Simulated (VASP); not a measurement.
Energy against volume of SnTe (rock salt). All values below come from PBE GGA with D3 dispersion (Becke-Johnson damping), VASP's PBE PAW potentials (set 64) (plane waves; VASP). Numerical set-up: 520 eV cut-off, 7×7×7 Γ-centred mesh, Gaussian smearing of 0.050 eV, potentials Sn_d Te.

| V (Å³/atom) | E (eV/atom) |
|---|---|
| 30.398 | -4.17026 |
| 31.338 | -4.17458 |
| 32.278 | -4.17094 |
| 33.218 | -4.16077 |

Question: Fit these four points and predict the energy of the run at 29.458 Å³/atom.

Answer: A cubic in V^(−2/3), the third-order Birch-Murnaghan form, passes through the four points with V0 = 31.35 Å³/atom and B0 = 45 GPa, and gives -4.1562 eV/atom there. The run gave -4.1565 eV/atom, -0.2 meV/atom from the fit; all five points give B0 = 45 GPa.

The compound is SnTe in the rock salt structure, which distorts at low temperature. It was relaxed first.
